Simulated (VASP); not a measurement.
Here is the system:

```
CELL_PARAMETERS angstrom
     -3.21917     3.21917     6.36268
      3.21917    -3.21917     6.36268
      3.21917     3.21917    -6.36268
ATOMIC_POSITIONS crystal
  In 0.50000 0.50000 0.00000
  In 0.25000 0.75000 0.50000
  Ag 0.00000 0.00000 0.00000
  Ag 0.75000 0.25000 0.50000
  Te 0.37500 0.36632 0.49132
  Te 0.63368 0.12500 0.00868
  Te 0.87500 0.88368 0.50868
  Te 0.11632 0.62500 0.99132
```

The numbers are results of PBEsol GGA, VASP's PBE PAW potentials (set 64) (plane waves; VASP), not measurements. Numerical set-up: 400 eV cut-off, 6×6×6 Γ-centred mesh, tetrahedra with Blöchl corrections, potentials In_d Ag Te.

The cores are frozen, which limits the accuracy of field gradients.

**Question.** Give the principal components of the electric field gradient (V/Å²) and the asymmetry η at each nucleus.

**Answer.** 
| atom | Vxx | Vyy | Vzz | η |
|---|---|---|---|---|
| In1 | -0.7 | -0.7 | 1.3 | 0.00 |
| In2 | -0.7 | -0.7 | 1.3 | 0.00 |
| Ag3 | -3.1 | -3.1 | 6.1 | 0.00 |
| Ag4 | -3.1 | -3.1 | 6.1 | 0.00 |
| Te5 | 198.1 | 38.5 | -236.5 | 0.68 |
| Te6 | 198.1 | 38.5 | -236.5 | 0.68 |
| Te7 | 198.1 | 38.5 | -236.5 | 0.68 |
| Te8 | 198.1 | 38.5 | -236.5 | 0.68 |

The structure comes from a computed database's InAgTe2 entry (I-42d); how it stands against other phases isn't given here. It was relaxed first.
